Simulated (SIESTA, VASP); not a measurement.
VASP ran on this input.

POSCAR:
```
Si
5.4310
  0.0000000000   0.5000000000   0.5000000000
  0.5000000000   0.0000000000   0.5000000000
  0.5000000000   0.5000000000   0.0000000000
Si
2
direct
  0.0000000000   0.0000000000   0.0000000000
  0.2500000000   0.2500000000   0.2500000000
```

File KPOINTS:
```
Automatic
0
G
7 7 7
```

### INCAR
```
! general
SYSTEM = Si
PREC   = Accurate
ENCUT  = 300   ! plane-wave cut-off (eV)
LREAL  = .False.
LASPH  = .True.

! electronic loop
EDIFF  = 1E-6   ! SCF stop (eV)
NELM   = 100   ! most electronic steps
ALGO   = Normal

! smearing
ISMEAR = -1   ! Fermi-Dirac
SIGMA  = 0.01   ! width (eV)

! functional
GGA    = PS   ! PBEsol

! ions
ISIF   = 2   ! forces and stress, cell fixed

! output
LWAVE  = .False.
LCHARG = .False.
```

POTCAR, in this order: Si (PBE.64 set). Program: vasp_std.

Write an input for SIESTA that does the same calculation.

One input that does it (GGA PBEsol, numerical atomic orbitals TZP, PseudoDojo PBEsol standard norm-conserving potentials (rewritten from UPF to PSML)):
```
# files in the folder: Si.psml (PseudoDojo PBEsol standard)
SystemName  Si
SystemLabel Si

NumberOfAtoms                2
NumberOfSpecies              1
%block ChemicalSpeciesLabel
  1 14 Si
%endblock ChemicalSpeciesLabel
LatticeConstant              1.0 Bohr
%block LatticeVectors
     0.000000000    5.131551291    5.131551291
     5.131551291    0.000000000    5.131551291
     5.131551291    5.131551291    0.000000000
%endblock LatticeVectors
AtomicCoordinatesFormat      ScaledCartesian
%block AtomicCoordinatesAndAtomicSpecies
     0.000000000    0.000000000    0.000000000  1
     2.565775646    2.565775646    2.565775646  1
%endblock AtomicCoordinatesAndAtomicSpecies

XC.functional                GGA
XC.authors                   PBEsol
PAO.BasisSize                TZP
PAO.EnergyShift              0.01 Ry
MeshCutoff                   350 Ry
%block kgrid.MonkhorstPack
    7   0   0  0.0
    0   7   0  0.0
    0   0   7  0.0
%endblock kgrid.MonkhorstPack
OccupationFunction           FD
ElectronicTemperature        116.05 K

MaxSCFIterations             150
SCF.Mixer.Method             Pulay
SCF.Mixer.Weight             0.2
SCF.Mixer.History            6
SCF.DM.Tolerance             1.0E-05
Diag.ParallelOverK           true
WriteForces                  true
```
The two runs describe the same crystal, functional and task. Each code takes its own potentials, basis and convergence tests.

The structure is a typed Si crystal (Fd-3m). The cell was not relaxed at this level, and it may have been scaled.
